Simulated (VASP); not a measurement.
Given:

```yaml
crystal:
  lattice:
    - [4.43992, 0.00000, 0.00000]
    - [0.00000, 4.43992, 0.00000]
    - [0.00000, 0.00000, 4.43992]
  atoms:
    - { symbol: Mn, position: [0.86235, 0.63765, 0.36235], spin: 0.9 }
    - { symbol: Mn, position: [0.36235, 0.86235, 0.63765], spin: 0.9 }
    - { symbol: Mn, position: [0.13765, 0.13765, 0.13765], spin: 0.9 }
    - { symbol: Mn, position: [0.63765, 0.36235, 0.86235], spin: 0.9 }
    - { symbol: Si, position: [0.15441, 0.34559, 0.65441] }
    - { symbol: Si, position: [0.65441, 0.15441, 0.34559] }
    - { symbol: Si, position: [0.84559, 0.84559, 0.84559] }
    - { symbol: Si, position: [0.34559, 0.65441, 0.15441] }
```

Calculation: PBEsol GGA, VASP's PBE PAW potentials (set 64) (plane waves; VASP 6.6.1). Numerical set-up: 500 eV cut-off, 7×7×7 Γ-centred mesh, first-order Methfessel-Paxton smearing of 0.10 eV, potentials Mn_pv Si.

The moments were started parallel, and other spin orders were not tried in this run.

Problem. Estimate the cell moment, energy per atom (σ→0), pressure, band gap (on the k-mesh) with the smallest direct gap where there is one.

Solution. 
```
Quantity                                                    Result
------------------------  ----------------------------------------
band gap (on the k-mesh)  none (metal, semimetal or under 0.01 eV)
cell moment                                                3.57 μB
energy per atom (σ→0)                               -8.284 eV/atom
pressure                                                  4.99 GPa
```

Problem. Give the moment on each site (PAW-sphere projection).

Solution. 
| site | moment (μB) |
|---|---|
| Mn1 | 0.93 |
| Mn2 | 0.93 |
| Mn3 | 0.93 |
| Mn4 | 0.93 |
| Si5 | -0.04 |
| Si6 | -0.04 |
| Si7 | -0.04 |
| Si8 | -0.04 |

The compound is MnSi in the B20 structure. It was relaxed first under an external pressure of 5 GPa.
